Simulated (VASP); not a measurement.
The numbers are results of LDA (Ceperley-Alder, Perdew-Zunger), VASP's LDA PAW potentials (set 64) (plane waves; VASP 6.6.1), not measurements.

VASP input:

### INCAR
```
# general
SYSTEM  = RuAl
PREC    = Accurate
ENCUT   = 500
LREAL   = .FALSE.   # projection in real space or not
LASPH   = .TRUE.

# electronic loop
EDIFF   = 1E-6   # SCF stop (eV)
NELM    = 100
ALGO    = Normal
LMAXMIX = 4   # l cut-off of mixed one-centre charges

# smearing
ISMEAR  = 1
SIGMA   = 0.1   # width (eV)

# ions
IBRION  = 2   # conjugate gradients
NSW     = 40   # most ionic steps
ISIF    = 3
EDIFFG  = -0.02   # ionic stop
PSTRESS = 50

# output
LWAVE   = .FALSE.
LCHARG  = .FALSE.
```

### POSCAR
```
RuAl
1
    2.9357428243     0.0000000000    -0.0000000000
    0.0000000000     2.9357428243     0.0000000000
    0.0000000000     0.0000000000     2.9357428243
Al Ru
1 1
Direct
  0.5000000000   0.5000000000   0.5000000000
  0.0000000000   0.0000000000   0.0000000000
```

File KPOINTS:
```
Automatic mesh
0
Gamma
12 12 12
0 0 0
```

POTCAR, in this order: Al Ru_pv (LDA.64 set). Program: vasp_std.

The resulting files:

### OUTCAR
```
 ion  position               nearest neighbor table
   1  0.500  0.500  0.500-   2 2.54   2 2.54   2 2.54   2 2.54   2 2.54   2 2.54   2 2.54   2 2.54
  LATTYP: Found a simple cubic cell.
 ALAT       =     2.9357428243
 Subroutine PRICEL returns:
 Original cell was already a primitive cell.
 Subroutine GETGRP returns: Found 48 space group operations
The static configuration has the point symmetry O_h .
The dynamic configuration has the point symmetry O_h .
 Subroutine INISYM returns: Found 48 space group operations
 Subroutine IBZKPT returns following result:
 Found     84 irreducible k-points:

 Following reciprocal coordinates:
            Coordinates               Weight
  0.000000  0.000000  0.000000      1.000000
  0.083333  0.000000  0.000000      6.000000
  0.166667  0.000000  0.000000      6.000000
  0.250000  0.000000  0.000000      6.000000
  0.333333  0.000000  0.000000      6.000000
  0.416667  0.000000  0.000000      6.000000
  0.500000  0.000000  0.000000      3.000000
  0.083333  0.083333  0.000000     12.000000
  0.166667  0.083333  0.000000     24.000000
  0.250000  0.083333  0.000000     24.000000
  0.333333  0.083333  0.000000     24.000000
  0.416667  0.083333  0.000000     24.000000
  0.500000  0.083333  0.000000     12.000000
  0.166667  0.166667  0.000000     12.000000
  0.250000  0.166667  0.000000     24.000000
  0.333333  0.166667  0.000000     24.000000
  0.416667  0.166667  0.000000     24.000000
  0.500000  0.166667  0.000000     12.000000
  0.250000  0.250000  0.000000     12.000000
  0.333333  0.250000  0.000000     24.000000
  0.416667  0.250000  0.000000     24.000000
  0.500000  0.250000  0.000000     12.000000
  0.333333  0.333333  0.000000     12.000000
  0.416667  0.333333  0.000000     24.000000
  0.500000  0.333333  0.000000     12.000000
...
```

### OSZICAR
```
       N       E                     dE             d eps       ncg     rms          rms(c)
DAV:   1     0.111897371046E+03    0.11190E+03   -0.91824E+03  2032   0.130E+03
DAV:   2    -0.145346694623E+02   -0.12643E+03   -0.12190E+03  2204   0.350E+02
DAV:   3    -0.168630504179E+02   -0.23284E+01   -0.22967E+01  2396   0.488E+01
DAV:   4    -0.168850062622E+02   -0.21956E-01   -0.21946E-01  2300   0.474E+00
DAV:   5    -0.168855814858E+02   -0.57522E-03   -0.57520E-03  2608   0.625E-01    0.140E+01
DAV:   6    -0.162733310838E+02    0.61225E+00   -0.34395E+00  2144   0.216E+01    0.257E+00
DAV:   7    -0.162031065849E+02    0.70224E-01   -0.24644E-01  2140   0.607E+00    0.242E+00
DAV:   8    -0.161822653430E+02    0.20841E-01   -0.20130E-02  2168   0.122E+00    0.224E-01
DAV:   9    -0.161821351126E+02    0.13023E-03   -0.25573E-04  2596   0.139E-01    0.136E-01
DAV:  10    -0.161821206120E+02    0.14501E-04   -0.31858E-05  2380   0.758E-02    0.105E-02
DAV:  11    -0.161821201129E+02    0.49914E-06   -0.19767E-06  1608   0.197E-02
   1 F= -.15392509E+02 E0= -.15392390E+02  d E =-.153925E+02
```

### OUTCAR
```
------------------------ aborting loop because EDIFF is reached ----------------------------------------
  FORCE on cell =-STRESS in cart. coord.  units (eV):
  Direction    XX          YY          ZZ          XY          YZ          ZX
  --------------------------------------------------------------------------------------
  Total        0.7791950      0.7791950      0.7791950      0.0000000      0.0000000      0.0000000
  in kB       49.3404063     49.3404063     49.3404063      0.0000000      0.0000000      0.0000000
  external PRESSURE =      -0.6595937 kB  Pullay stress =      50.0000000 kB
  volume of cell :       25.30
      direct lattice vectors                 reciprocal lattice vectors
     2.935742824  0.000000000  0.000000000     0.340629292  0.000000000  0.000000000
     0.000000000  2.935742824  0.000000000     0.000000000  0.340629292  0.000000000
     0.000000000  0.000000000  2.935742824     0.000000000  0.000000000  0.340629292
 POSITION                                       TOTAL-FORCE (eV/Angst)
 -----------------------------------------------------------------------------------
      1.46787      1.46787      1.46787         0.000000      0.000000      0.000000
      0.00000      0.00000      0.00000         0.000000      0.000000      0.000000
 -----------------------------------------------------------------------------------
    total drift:                               -0.000000      0.000000      0.000000
  FREE ENERGIE OF THE ION-ELECTRON SYSTEM (eV)
  ---------------------------------------------------
  free  energy   TOTEN  =       -16.1821201129 eV

  energy  without entropy=      -16.1817630351  energy(sigma->0) =      -16.18200109
  enthalpy is  TOTEN    =       -15.3925086471 eV   P V=        0.7896114658

 reached required accuracy - stopping structural energy minimisation
```
(Selected blocks of OUTCAR.)

The compound is RuAl in the CsCl type structure. It was relaxed first under an external pressure of 5 GPa. The electron count is odd and the run is not spin-polarised, which forces a metal.
